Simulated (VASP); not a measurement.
Input:

```
CELL_PARAMETERS angstrom
      0.00000     2.84109     2.84109
      2.84109     0.00000     2.84109
      2.84109     2.84109     0.00000
ATOMIC_POSITIONS crystal
  Ca 0.00000 0.00000 0.00000
  S  0.50000 0.50000 0.50000
```

All values below come from optB88-vdW, VASP's PBE PAW potentials (set 64) (plane waves; VASP). Numerical set-up: 520 eV cut-off, Gaussian smearing of 0.050 eV, potentials Ca_sv S.

Problem. Give the energies of bands 6 to 11 at the high-symmetry points, in eV from the valence-band maximum.

Solution. 
```json
[
 {"band": "6", "Γ": "0.00", "X": "-2.26", "U": "-2.02", "L": "-3.08", "W": "-1.77"},
 {"band": "7", "Γ": "0.00", "X": "-0.80", "U": "-1.86", "L": "-1.17", "W": "-1.77"},
 {"band": "8", "Γ": "0.00", "X": "-0.80", "U": "-1.03", "L": "-1.17", "W": "-1.55"},
 {"band": "9", "Γ": "4.12", "X": "2.36", "U": "3.68", "L": "5.32", "W": "4.80"},
 {"band": "10", "Γ": "4.12", "X": "5.54", "U": "6.25", "L": "6.01", "W": "4.80"},
 {"band": "11", "Γ": "4.12", "X": "6.08", "U": "6.35", "L": "6.12", "W": "5.98"}
]
```

The gap is indirect, 2.36 eV, from the valence maximum at Γ to the conduction minimum at X.

Measured: gap 4.43 eV (computed value off by -2.07 eV), as given by David Waroquiers et al., Physical Review B (2013), arXiv:1302.6756.

The compound is CaS in the rock salt structure. It was relaxed first.
